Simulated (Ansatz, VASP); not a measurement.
# BaCuC: VASP beside Ansatz

One calculation is typed for both programs; each brings its own data sets and cutoff. How far apart do they land? The cell is invented: As first built, before any earlier steps moved the atoms: it takes the BaCuGe structure with some of its atoms replaced by other elements, volume scaled by an estimate. It may not be a known or stable phase. The cell comes out of the VASP series on this material, whose earlier steps may have relaxed, scaled or displaced it; both programs get it as it stands.

Method: plane waves, with VASP 6.6.1 beside it; single point at LDA and band structure at LDA, spin-orbit coupling, in Ansatz 0.2.0.

## (1) The starting structure

Symmetry: P-6m2, No. 187, hexagonal system. The conventional cell has a = 3.582 Å, b = 3.582 Å, c = 4.572 Å, α = 90.00°, β = 90.00°, γ = 120.00°. Nearest to Ba lie 6 Cu at 3.08 Å and 6 C at 3.08 Å. Nearest to Cu lie 3 C at 2.07 Å and 6 Ba at 3.08 Å. C has 3 Cu at 2.07 Å and 6 Ba at 3.08 Å nearest. As first built, before any earlier steps moved the atoms: sites of the BaCuGe structure (space group 187) filled with other elements, volume scaled by an estimate. Farther neighbours are not listed.

## (2) Ansatz: single point, LDA

Ansatz runs on its default PAW (the set named soft_2) files.

A single point gives forces, pressure and levels at one fixed geometry, so differences don't come from the geometry; what else differs is listed under the comparison.

input.yaml

```yaml
crystal:
  lattice:
    - [3.5817442111, 7.28e-08, 0.0]
    - [-1.7908724653, 3.1018815743, 0.0]
    - [0.0, 0.0, 4.5716183506]
  atoms:
    - { symbol: Ba, position: [0.0, 0.0, 0.0] }
    - { symbol: Cu, position: [0.33333333, 0.66666667, 0.5] }
    - { symbol: C, position: [0.66666667, 0.33333333, 0.5] }
hamiltonian:
  xc: lda
  pseudopotentials: { kind: paw }
kpoints:
  mp_grid: { grid: [9, 9, 6] }
scf:
  occupations: { method: fermi_dirac, width: 0.05 }
  n_extra_bands: 4
output:
  forces: true
  stress: true
  eigenvalues: true
```

The run is started by

```bash
ansatz run input.yaml --threads 2 --pin off --max-ram 4608MiB --backend cpu --events-out ev --progress --plain --runs-dir out
```

Numbers of over 12 decimals in the logs are rounded to 6 here.

The program printed:

```text
Warning: the atoms were moved onto the symmetric positions of the space group found under crystal.symmetry.tolerance 1.0e-5 (fractional; no operation is sought that the atoms, as they stand in a round, miss by more than twice it, and no atom is moved by as much as it), and the run uses the moved positions. Before a round's move an operation carried an atom to 3.58e-8 Å from where it should land, the largest such dist [...]
scf.n_extra_bands = 4 over 17 filled bands (N_el = 33.0): the run solves 21 bands
Engine: ansatz 0.2.0, aarch64-unknown-linux-gnu
Pseudopotentials: kind: paw
Pseudopotential: Ba, paw, valence charge 10, recommended cutoff 420 eV (normal), Ba.paw.azcp
Pseudopotential: Cu, paw, valence charge 19, recommended cutoff 420 eV (normal), Cu.paw.azcp
Pseudopotential: C, paw, valence charge 4, recommended cutoff 420 eV (normal), C.paw.azcp
Functional definition: SPW92
  exchange = slater_x
  correlation = pw_c
Crystal: 3 atoms, lattice volume = 50.791 Å³
Basis set: ecut = 420 eV, 993 PW (Γ)
Bands: 21, of which v1, the nominal top of the filled ones, is band 17 counted from 1 (16 counted from 0)
Symmetry: 12 space group operations
Space group: P-6m2 (ITA 187), of the structure as read, at distance tolerance 3.7e-5 Å
k-points: 48 of 486 (time reversal used)
Non-local potential: Ba, projectors of the file, l = 0: 3, l = 1: 2, l = 2: 2, l = 3: 2
Non-local potential: Cu, projectors of the file, l = 0: 3, l = 1: 2, l = 2: 3, l = 3: 1
Non-local potential: C, projectors of the file, l = 0: 2, l = 1: 2, l = 2: 1
PAW form: soft (Blöchl's): semilocal exchange-correlation on the pseudo side does not see the compensation charge
PAW frozen core: Ba, regenerated for the run's functional, and the local potential with it (the file was generated under x = pbe(κ = 0.804, μ = 0.219515), c = pbe(β = 0.066725))
PAW frozen core: Cu, regenerated for the run's functional, and the local potential with it (the file was generated under x = pbe(κ = 0.804, μ = 0.219515), c = pbe(β = 0.066725))
PAW frozen core: C, regenerated for the run's functional, and the local potential with it (the file was generated under x = pbe(κ = 0.804, μ = 0.219515), c = pbe(β = 0.066725))
PAW one-centre angular grid: Ba, 194 points (default); XC on 64 Gauss nodes
PAW one-centre angular grid: Cu, 590 points (default); XC on 64 Gauss nodes
PAW one-centre angular grid: C, 110 points (default); XC on 64 Gauss nodes
Initial density: superposition of atomic densities (neutral atoms: chi_scale 0, normalization atom), corrected by the library's trained network
Initial wavefunctions: pseudopotential atomic-orbital guess
Functional: x = slater, c = lda
SCF iter   1: F=—  HF=-12576.587720 eV  |F-HF|=—  |Δ(HF+E_count)|=         —  Δρ=8.83e-3  dr2=6.89e-2  ethr=1.77e-3  ⟨swp⟩=7.3  Hψ=6029  notcnv=0
preconditioner: auto → Kerker (q_TF=auto, 2.539 Å⁻¹)  [metal: Δε(μ)=0.004 eV  Ē_g=9.427 eV  σ=0.050 eV  W_gap=0.02  n_scr=20 (ndim 8)  ℏωp=25.0 eV  f_vac=0.000  D(μ)=2.15/eV (n_scr^D=22)]
SCF iter   2: F=—  HF=-12576.574863 eV  |F-HF|=—  |Δ(HF+E_count)|=   1.29e-2  Δρ=5.08e-3  dr2=3.01e-2  ethr=2.09e-4  ⟨swp⟩=2.0  Hψ=1680  notcnv=0  defer=2
SCF iter   3: F=—  HF=-12576.566307 eV  |F-HF|=—  |Δ(HF+E_count)|=   8.56e-3  Δρ=1.63e-3  dr2=1.30e-3  ethr=9.13e-5  ⟨swp⟩=2.4  Hψ=1800  notcnv=0  defer=2
SCF iter   4: F=—  HF=-12576.566132 eV  |F-HF|=—  |Δ(HF+E_count)|=   1.75e-4  Δρ=8.40e-4  dr2=4.02e-4  ethr=3.93e-6  ⟨swp⟩=2.0  Hψ=1707  notcnv=0  defer=2
SCF iter   5: F=—  HF=-12576.566012 eV  |F-HF|=—  |Δ(HF+E_count)|=   1.20e-4  Δρ=5.06e-4  dr2=1.01e-4  ethr=1.22e-6  ⟨swp⟩=2.0  Hψ=1776  notcnv=0  defer=2
SCF iter   6: F=—  HF=-12576.565997 eV  |F-HF|=—  |Δ(HF+E_count)|=   1.46e-5  Δρ=8.88e-5  dr2=5.79e-6  ethr=3.07e-7  ⟨swp⟩=2.1  Hψ=1644  notcnv=0  defer=2
SCF iter   7: F=—  HF=-12576.565999 eV  |F-HF|=—  |Δ(HF+E_count)|=   2.22e-6  Δρ=3.70e-5  dr2=5.59e-7  ethr=1.75e-8  ⟨swp⟩=2.0  Hψ=1642  notcnv=0  defer=2
SCF iter   8: F=-12576.565999 eV  HF=-12576.565999 eV  |F-HF|=1.10e-8  |Δ(HF+E_count)|=   4.72e-8  Δρ=7.91e-6  dr2=3.54e-8  ethr=3.03e-10  ⟨swp⟩=7.5  Hψ=4975  notcnv=0
SCF 1 converged in 8 iterations: F = -12576.565999 eV  dr2 = 3.54e-8
  greatest PAW one-centre occupation: 1.000 electrons in one spin orbital (limit 2), on the Cu atom at site 1 (counted from 0), in its partial waves of l = 0
SCF converged after 8 iterations
Free energy (F): -12576.565999 eV
Harris-Foulkes:  -12576.565999 eV  (|F-HF|=1.10e-8)
Internal energy: -12576.552246 eV  (E = F + TS)
E sigma→0 (E₀):  -12576.559123 eV
Entropy (-TS):   -0.013753 eV (-4.584 meV/atom)
Fermi energy:    12.495562 eV
--- Per-component energies (eV) ---
  E_band       = -423.239970
  E_kinetic    = 555.589680
  E_local      = -5831.327459  (includes V_loc(G=0)·N_el)
  E_nonlocal   = 477.025170
  E_hartree    = 2587.684824
  E_xc         = -304.790972
  E_vxc        = -312.198043  (∫ρ·V_xc dr)
  E_paw        = -6736.819831  (= ΣΔE_a)
  E_vpaw       = -487.711585  (= ΣTr[D̂ρ^β])
  E_aug_tail   = 0.000204  (compensation charges beyond the density's cutoff)
  E_ewald      = -3324.708871
  E_core_change = 0.795008  (= ΣΔE_core)
  E_smearing   = -0.013753  (= −TS)
  E_closure    = 0.000000  (closes the sum)
  Σ components = -12576.565999   (vs F -12576.565999, Δ=0.00e0)
--- Forces (eV/Å), atoms counted from 1 ---
  atom   1  Ba     0.00000000    -0.00000000     0.00000000
  atom   2  Cu    -0.00000000    -0.00000000     0.00000000
  atom   3  C      0.00000000     0.00000000     0.00000000
  max |Σ_I F_I| component: 1.67e-16 eV/Å
--- Stress (GPa, compression-positive) ---
       -1.994508       0.000000       0.000000
        0.000000      -1.994508       0.000000
        0.000000       0.000000      -2.178608
  P = ⅓ Tr σ = -2.0559 GPa (-20.559 kbar)
--- Band table (eV; the first three rows and the last of 48) ---
  k-point 0: bands = [... 13 lower, 9.3756, 12.1900, 13.0869, 13.7079, 13.7079, 15.4923, 16.8277, 16.8278]
  k-point 1: bands = [... 13 lower, 9.3784, 11.4746, 13.5073, 13.8191, 13.8191, 15.7789, 16.5692, 16.5692]
  k-point 2: bands = [... 13 lower, 9.3795, 10.4059, 14.0007, 14.0866, 14.0866, 16.1380, 16.1380, 16.4318]
  k-point 47: bands = [... 13 lower, 9.2815, 9.9939, 10.9855, 12.6794, 14.6980, 17.4393, 17.8628, 18.0554]
```

Wall time 5.5 s (2 threads of Arm Neoverse N1, shared host); peak memory 0.35 GiB.

The column dr2 measures how far the density is from self-consistency, as an energy; F and HF (Harris–Foulkes) agree once it is small.

The run ends at a pressure of -2.06 GPa.

## (3) VASP: single point, LDA

The same cell, functional (in two slightly different forms), mesh and smearing now go to VASP, with its own data sets and cutoff.

Lines of VASP's logs that name or quote its potential files are left out, and so is its time.

INCAR

```
SYSTEM = BaCuC
PREC = Accurate
ENCUT = 520
EDIFF = 1E-06
NELM = 100
ISMEAR = -1
SIGMA = 0.05
LREAL = .FALSE.
ALGO = Normal
GGA = CA
NBANDS = 18
LASPH = .TRUE.
LORBIT = 11
LWAVE = .FALSE.
LCHARG = .TRUE.
ISIF = 2
LELF = .TRUE.
LVHAR = .TRUE.
```

POSCAR

```
BaCuC
1.0
    3.5817442111      0.0000000728      0.0000000000
   -1.7908724653      3.1018815743      0.0000000000
    0.0000000000      0.0000000000      4.5716183506
Ba Cu C
1 1 1
Direct
    0.0000000000      0.0000000000      0.0000000000
    0.3333333300      0.6666666700      0.5000000000
    0.6666666700      0.3333333300      0.5000000000
```

KPOINTS

```
Automatic mesh
0
Gamma
9 9 6
0 0 0
```

Potentials, in the order of the species: Ba_sv, Cu and C (LDA family, release 64).

The run is started by

```bash
mpirun -np 1 vasp_std
```

The program printed:

```text
[banner, memory and clock lines left out]
running    1 mpi-ranks, on    1 nodes
 distrk:  each k-point on    1 cores,    1 groups
 distr:  one band on    1 cores,    1 groups

 POSCAR found type information on POSCAR BaCuC
 POSCAR found :  3 types and       3 ions
 LDA part: xc-table for (Slater(with rela. corr.)+CA(PZ))
 , standard interpolation
 POSCAR, INCAR and KPOINTS ok, starting setup
 FFT: planning ... GRIDC
 FFT: planning ... GRID_SOFT
 FFT: planning ... GRID
 WAVECAR not read
 entering main loop
       N       E                     dE             d eps       ncg     rms          rms(c)
DAV:   1     0.179586685128E+03    0.17959E+03   -0.11823E+04  1730   0.165E+03
DAV:   2    -0.342832237768E+01   -0.18302E+03   -0.17601E+03  1880   0.337E+02
DAV:   3    -0.190805615538E+02   -0.15652E+02   -0.15060E+02  2438   0.104E+02
DAV:   4    -0.197596632547E+02   -0.67910E+00   -0.67356E+00  2620   0.190E+01
DAV:   5    -0.197797084225E+02   -0.20045E-01   -0.20021E-01  2528   0.266E+00    0.209E+01
DAV:   6    -0.250268629651E+02   -0.52472E+01   -0.17329E+02  2272   0.272E+02    0.171E+01
DAV:   7    -0.158152264917E+02    0.92116E+01   -0.24002E+01  2200   0.176E+02    0.655E+00
DAV:   8    -0.152423557789E+02    0.57287E+00   -0.83482E+00  2382   0.584E+01    0.359E+00
DAV:   9    -0.152702406668E+02   -0.27885E-01   -0.22052E+00  2304   0.346E+01    0.204E+00
DAV:  10    -0.151925133411E+02    0.77727E-01   -0.38905E-01  2176   0.157E+01    0.179E-01
DAV:  11    -0.151949659335E+02   -0.24526E-02   -0.29871E-02  2046   0.110E+00    0.128E-01
DAV:  12    -0.151952113316E+02   -0.24540E-03   -0.32963E-03  2730   0.132E+00    0.128E-01
DAV:  13    -0.151949029106E+02    0.30842E-03   -0.18620E-03  2396   0.100E+00    0.142E-02
DAV:  14    -0.151949116002E+02   -0.86896E-05   -0.10378E-04  2688   0.743E-02    0.176E-02
DAV:  15    -0.151949065506E+02    0.50496E-05   -0.14121E-05  2594   0.901E-02    0.335E-03
DAV:  16    -0.151949063875E+02    0.16308E-06   -0.11375E-06  1150   0.191E-02
   1 F= -.15194906E+02 E0= -.15188444E+02  d E =-.129252E-01
```

From OUTCAR (step 3):

```text
ion  position               nearest neighbor table
   1  0.000  0.000  0.000-   3 3.08   3 3.08   2 3.08   2 3.08   2 3.08   3 3.08   2 3.08   3 3.08
                             3 3.08   3 3.08   2 3.08   2 3.08
   2  0.333  0.667  0.500-   3 2.07   3 2.07   3 2.07   1 3.08   1 3.08   1 3.08   1 3.08   1 3.08
                             1 3.08
   3  0.667  0.333  0.500-   2 2.07   2 2.07   2 2.07   1 3.08   1 3.08   1 3.08   1 3.08   1 3.08
                             1 3.08

  LATTYP: Found a hexagonal cell.
 ALAT       =     3.5817442111
 C/A-ratio  =     1.2763665078

 Subroutine GETGRP returns: Found 12 space group operations
 (whereof 12 operations were pure point group operations)

The static configuration has the point symmetry D_3h.

 Found     48 irreducible k-points:

   k-points           NKPTS =     48   k-points in BZ     NKDIM =     48   number of bands    NBANDS=     18

   dimension x,y,z NGX =    28 NGY =   28 NGZ =   36
   dimension x,y,z NGXF=    56 NGYF=   56 NGZF=   72

   ENCUT  =  520.0 eV  38.22 Ry    6.18 a.u.   6.66  6.66  8.50*2*pi/ulx,y,z

   NELECT =      25.0000    total number of electrons

 k-points in reciprocal lattice and weights: Automatic mesh
   0.00000000  0.00000000  0.00000000       0.002
   0.11111111  0.00000000  0.00000000       0.012
   0.22222222  0.00000000  0.00000000       0.012
   0.33333333  0.00000000  0.00000000       0.012
   0.44444444  0.00000000  0.00000000       0.012
   0.11111111  0.11111111  0.00000000       0.012
   0.22222222  0.11111111  0.00000000       0.025
   0.33333333  0.11111111  0.00000000       0.025
   0.44444444  0.11111111  0.00000000       0.012
[...]
0.33333333  0.22222222  0.50000000       0.025
   0.33333333  0.33333333  0.50000000       0.004

 average (electrostatic) potential at core
       1 -33.5766       2 -67.4311       3 -53.5975

 E-fermi :   4.9117

 k-point     1 :       0.0000    0.0000    0.0000
  band No.  band energies     occupation
    ...
      7       0.6820      2.00000
      8       1.3730      2.00000
      9       1.7734      2.00000
     10       1.7734      2.00000
     11       4.6411      1.99112
     12       5.4349      0.00006
     13       6.0875      0.00000
     14       6.0875      0.00000
     15       8.1355      0.00000
     16       9.1983      0.00000
    ...

 k-point     2 :       0.1111    0.0000    0.0000
  band No.  band energies     occupation
    ...
      7       0.7574      2.00000
      8       1.4616      2.00000
      9       1.7451      2.00000
     10       1.7592      2.00000
     11       4.4604      1.99976
     12       5.3415      0.00037
     13       5.8102      0.00000
     14       6.0395      0.00000
     15       8.6573      0.00000
     16       8.9452      0.00000
    ...

 k-point     3 :       0.2222    0.0000    0.0000
  band No.  band energies     occupation
    ...
      8       1.5961      2.00000
      9       1.6249      2.00000
     10       1.7234      2.00000
     11       4.1087      2.00000
     12       4.1847      2.00000
     13       5.7328      0.00000
     14       6.2835      0.00000
     15       8.4397      0.00000
     16      10.0104      0.00000
     17      10.0632      0.00000
    ...

  Total       -0.0093326     -0.0093326     -0.0399320      0.0000000     -0.0000000     -0.0000000
  in kB       -0.2943888     -0.2943888     -1.2596258      0.0000000     -0.0000000     -0.0000000
  external PRESSURE =      -0.6161345 kB  Pullay stress =       0.0000000 kB

  energy-cutoff  :      520.00
  volume of cell :       50.79
      direct lattice vectors                 reciprocal lattice vectors
     3.581744211  0.000000073  0.000000000     0.279193580  0.161192516  0.000000000
    -1.790872465  3.101881574  0.000000000    -0.000000007  0.322384967  0.000000000
     0.000000000  0.000000000  4.571618351     0.000000000  0.000000000  0.218740919

 POSITION                                       TOTAL-FORCE (eV/Angst)
 -----------------------------------------------------------------------------------
      0.00000      0.00000      0.00000         0.000000     -0.000000      0.000000
     -0.00000      2.06792      2.28581        -0.000000     -0.000000      0.000000
      1.79087      1.03396      2.28581         0.000000      0.000000      0.000000
 -----------------------------------------------------------------------------------
    total drift:                                0.000003     -0.000001      0.000000

  FREE ENERGIE OF THE ION-ELECTRON SYSTEM (eV)
  ---------------------------------------------------
  free  energy   TOTEN  =       -15.1949063875 eV

  energy  without entropy=      -15.1819811669  energy(sigma->0) =      -15.18844378

 total charge
# of ion       s       p       d       tot
------------------------------------------
    1        2.040   5.558   0.541   8.139
    2        0.539   0.442   9.116  10.097
    3        0.870   1.325   0.000   2.194
--------------------------------------------------
tot          3.449   7.325   9.657  20.430

[... 3 further parts left out ...]
```

The run ends at a pressure of -0.06 GPa.

## (4) Differences

Known differences besides the PAW data sets themselves: the two LDA forms differ slightly; the data sets hold 33 valence electrons in Ansatz (default PAW (the set named soft_2) files) and 25 in VASP; the cutoff is 420 eV in Ansatz and 520 eV in VASP; Ansatz makes its cores anew for this functional, VASP keeps those of its LDA data sets. Total energies have different zeros and are not compared.

Both answers:

| quantity | Ansatz | VASP | difference |
| --- | --- | --- | --- |
| pressure (GPa) | -2.06 | -0.06 | -1.99 |

Ansatz's pressure holds a Pulay correction of 0.16 GPa; VASP's holds none.

## (5) Looking for the cause

The difference is large enough to ask for its cause, so further runs change the set-up of one program at a time, as the table lists.

```
                                                           run  difference in pressure (GPa)
                                                      as above                          -2.0
cores kept as stored, as VASP does, whose cores stay as stored                          -1.9
                      Ansatz's larger PAW set (cutoff 1050 eV)                          -2.0
                   norm-conserving potentials (cutoff 1252 eV)                          -2.1
```

## (6) Ansatz: band structure, LDA, spin-orbit coupling

The same path points are solved in both programs, so levels can be compared one by one.

The cell comes out of the VASP series on this material, whose earlier steps may have relaxed, scaled or displaced it; both programs get it as it stands.

input.yaml, the sections that differ from step 2:

```yaml
hamiltonian:
  xc: lda
  pseudopotentials: { kind: paw_fr }
magnetization:
  noncollinear: true
  spin_orbit: true
kpoints:
  mp_grid: { grid: [7, 7, 5] }
  band_path:
    path:
      - [0.0, 0.0, 0.0]
      - [0.13333, 0.0, 0.0]
      - [0.3, 0.0, 0.0]
      - [0.46667, 0.0, 0.0]
      - [0.46667, 0.06667, 0.0]
      - [0.41111, 0.17778, 0.0]
      - [0.35556, 0.28889, 0.0]
      - [0.28889, 0.28889, 0.0]
      - [0.17778, 0.17778, 0.0]
      - [0.06667, 0.06667, 0.0]
      - [0.0, 0.0, 0.03333]
      - [0.0, 0.0, 0.2]
      - [0.0, 0.0, 0.36667]
      - [0.0, 0.0, 0.5]
      - [0.16667, 0.0, 0.5]
      - [0.3, 0.0, 0.5]
      - [0.46667, 0.0, 0.5]
      - [0.46667, 0.06667, 0.5]
      - [0.41111, 0.17778, 0.5]
      - [0.35556, 0.28889, 0.5]
      - [0.28889, 0.28889, 0.5]
      - [0.17778, 0.17778, 0.5]
      - [0.06667, 0.06667, 0.5]
      - [0.5, 0.0, 0.46667]
      - [0.5, 0.0, 0.3]
      - [0.5, 0.0, 0.13333]
      - [0.33333, 0.33333, 0.0]
      - [0.33333, 0.33333, 0.16667]
      - [0.33333, 0.33333, 0.33333]
      - [0.33333, 0.33333, 0.5]
    npoints: 1
scf:
  occupations: { method: fermi_dirac, width: 0.05 }
  n_extra_bands: 14
# crystal, output: as in step 2
```

The run is started by

```bash
ansatz run input.yaml --threads 2 --pin off --max-ram 4608MiB --backend cpu --events-out ev --progress --plain --runs-dir out
```

The program printed:

```text
[...]
non-collinear run that drives no moment, with spin-orbit: no starting moment large enough to seed its density (crystal.atoms[].spin), no starting occupations that ask for one, no magnetisation constraint and no magnetic field, so the semilocal B_xc is pinned to zero
Crystal: 3 atoms, lattice volume = 50.791 Å³
[...]
k-point 1: bands = [... 29 lower, 11.2752, 13.6218, 13.6218, 13.8214, 13.8357, 13.8928, 13.8928, 15.8911, ... 10 higher]
  k-point 2: bands = [... 29 lower, 10.0563, 14.1388, 14.1388, 14.1517, 14.1622, 14.2097, 14.2097, 15.9446, ... 10 higher]
  k-point 23: bands = [... 29 lower, 9.9842, 10.9902, 11.0462, 12.5267, 12.6301, 14.2331, 14.5068, 17.0223, ... 10 higher]
[key lines of the parts left out:]
SCF converged after 14 iterations
Magnetization: |M| = 0.0000 μB,  M = (+0.0000, +0.0000, +0.0000) μB
Free energy (F): -12581.517073 eV
Fermi energy:    12.586746 eV
P = ⅓ Tr σ = -2.1967 GPa (-21.967 kbar)
```

The job ended after 35 s (2 threads; peak memory 0.54 GiB; 69 s of CPU time).

(Continued in part 2 of 2.)

[Lines on the potential files, build, host, timing and source positions are cut from VASP's logs without a mark.]

[Logs are printed without paths, hosts, clocks, repeated set-up lines and the standing remarks that a program may print on its own settings, such as how far it seeks lower states.]

[Hosts, paths, dates, database ids (printed as entryN), source tags and the programs' standing remarks are cut or masked in the printed files.]
